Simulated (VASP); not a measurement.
Tc (relaxed from the beta-Sn structure, space group I4_1/amd): computed properties

These are PBEsol GGA, VASP's PBE PAW potentials (set 64) (plane waves; VASP) values and carry that method's errors.

* **space group**: I4_1/amd (141)
* **cell**: a = 4.898 Å, b = 4.898 Å, c = 2.529 Å, α = 90.00°, β = 90.00°, γ = 90.00°
* **volume per atom**: 15.17 Å^3/atom
* **band gap (over mesh and band path)**: none (metal, semimetal or under 0.01 eV)
* **band gap with spin-orbit coupling**: none (metallic)
* **density**: 10.72 g/cm³
* **optical Γ-point spectrum**: 91i, 97 (×2) cm⁻¹
* **C11**: 339 GPa
* **C12**: 255 GPa
* **C13**: 201 GPa
* **C33**: 459 GPa
* **C44**: 21.5 GPa
* **C66**: -75.3 GPa

Space group I4₁/amd, origin choice 1 (No. 141); a = 4.898 Å, b = 4.898 Å, c = 2.529 Å, α = 90.00°, β = 90.00°, γ = 90.00°

| atom | site | symmetry | x | y | z |
|---|---|---|---|---|---|
| Tc | 4a | -4m2 | 0.0000 | 0.0000 | 0.0000 |
(The calculation used a cell of 2 atoms; values per cell refer to that cell.)

Finite-difference elastic constants of metals are sensitive to mesh and smearing; shear constants can be off by tens of GPa.

The structure was generated: Tc was put into the beta-Sn type (I4_1/amd), which need not be its known phase. It was relaxed first. Symmetry was kept, so distortions that lower it aren't found.
